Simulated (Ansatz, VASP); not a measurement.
**Two plane-wave programs on GaC3**

```
Ga C
1.0
     3.49764    0.00000    0.00000
     0.00000    3.39807    0.00000
     0.00000    0.00000    3.49764
Ga C
1 3
Direct
  0.00000 0.00000 0.00000
  0.00000 0.50000 0.50000
  0.50000 0.00000 0.50000
  0.50000 0.50000 0.00000
```

Alike in both runs: task single point; functional PBE; k mesh 10 × 12 × 10; occupations gaussian, width 0.1 eV; no spin polarisation.

```csv
,VASP,Ansatz
version,VASP 6.6.1,Ansatz 0.2.0
potentials or method,"VASP PAW PBE potentials, release 64 (Ga_d, C)","scalar-relativistic, plane waves, PAW"
plane-wave cutoff (eV),520,420
valence electrons in the cell,25,25
```

|  | VASP | Ansatz | Ansatz less VASP |
| --- | --- | --- | --- |
| gap on the k mesh at the Fermi level (eV) | none | none | - |
| pressure (GPa) | -13.6 | -13.8 | -0.22 |
| largest component of the traceless stress (GPa) | 1.88 | 1.88 | -0.007 |

A gap of «none» marks a metal or a gap that the smearing closes.
